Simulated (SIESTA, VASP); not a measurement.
An input for SIESTA (LDA PW92, numerical atomic orbitals TZP, PseudoDojo LDA standard norm-conserving potentials (rewritten from UPF to PSML)):

```
# files in the folder: Sc.psml V.psml Ga.psml (PseudoDojo LDA standard)
SystemName  Sc(VGa2)2
SystemLabel Sc(VGa2)2

NumberOfAtoms                7
NumberOfSpecies              3
%block ChemicalSpeciesLabel
  1 21 Sc
  2 23 V
  3 31 Ga
%endblock ChemicalSpeciesLabel
LatticeConstant              1.0 Bohr
%block LatticeVectors
    -6.098458009    6.098458009    4.864939281
     6.098458009   -6.098458009    4.864939281
     6.098458009    6.098458009   -4.864939281
%endblock LatticeVectors
AtomicCoordinatesFormat      Ang
%block AtomicCoordinatesAndAtomicSpecies
    -0.007900100    0.061277409   -0.006430889  1
     0.002630139    3.181994371    1.286926889  2
     3.214359609   -0.007093309    1.273969858  2
     1.910972209    1.925965618    0.003212870  3
     1.307017961    1.240331823    2.592376693  3
     1.317651469   -1.285967164    2.573235918  3
    -1.290401288    1.337821251    2.574368661  3
%endblock AtomicCoordinatesAndAtomicSpecies

XC.functional                LDA
XC.authors                   PW92
PAO.BasisSize                TZP
PAO.EnergyShift              0.005 Ry
MeshCutoff                   300 Ry
%block kgrid.MonkhorstPack
    5   0   0  0.0
    0   5   0  0.0
    0   0   5  0.0
%endblock kgrid.MonkhorstPack
OccupationFunction           MP
OccupationMPOrder            0
ElectronicTemperature        580.23 K

MaxSCFIterations             150
SCF.Mixer.Method             Broyden
SCF.Mixer.Weight             0.25
SCF.Mixer.History            8
SCF.DM.Tolerance             1.0E-04
Diag.ParallelOverK           true
WriteForces                  true
Charge.Mulliken              end
```

Q: Write the VASP files for the same calculation.

A: One set of files that does it:

### INCAR
```
# general
SYSTEM  = Sc(VGa2)2
PREC    = Accurate
ENCUT   = 300   # plane-wave cut-off (eV)
LREAL   = .False.   # projection in real space or not
LASPH   = .True.   # aspherical one-centre terms

# electronic loop
EDIFF   = 1E-6   # SCF stop (eV)
NELM    = 100
ALGO    = Normal
LMAXMIX = 4   # l cut-off of mixed one-centre charges

# smearing
ISMEAR  = 0
SIGMA   = 0.05

# ions
ISIF    = 2   # forces and stress, cell fixed

# output
LWAVE   = .False.
LCHARG  = .False.
```

**KPOINTS**
```
Automatic mesh
0
Gamma
5 5 5
0 0 0
```

File POSCAR:
```
Sc(VGa2)2
5.2399240
 -0.6158801158   0.6158801158   0.4913076984
  0.6158801158  -0.6158801158   0.4913076984
  0.6158801158   0.6158801158  -0.4913076984
Sc V Ga
1 2 4
Cartesian
 -0.0015076745   0.0116943316  -0.0012272866
  0.0005019423   0.6072596418   0.2456002966
  0.6134363035  -0.0013537045   0.2431275450
  0.3646946423   0.3675560214   0.0006131520
  0.2494345263   0.2367079796   0.4947355522
  0.2514638513  -0.2454171403   0.4910826794
 -0.2462633596   0.2553131020   0.4912988548
```

POTCAR, in this order: Sc_sv V_sv Ga_d (LDA.64 set). Program: vasp_std.

Both inputs were run and reached self-consistency, which says nothing on mesh or cut-off. Potentials, basis and cut-offs are each code's own, so they don't translate, and total energies aren't comparable.

VASP's LDA is the Perdew-Zunger fit; the other code's may be Perdew-Wang, which differs slightly.

The structure comes from a computed database's Ga4ScV2 entry (I4/mmm); how it stands against other phases isn't given here. The cell was not relaxed at this level, atoms are displaced from their ideal sites, and it may have been scaled.
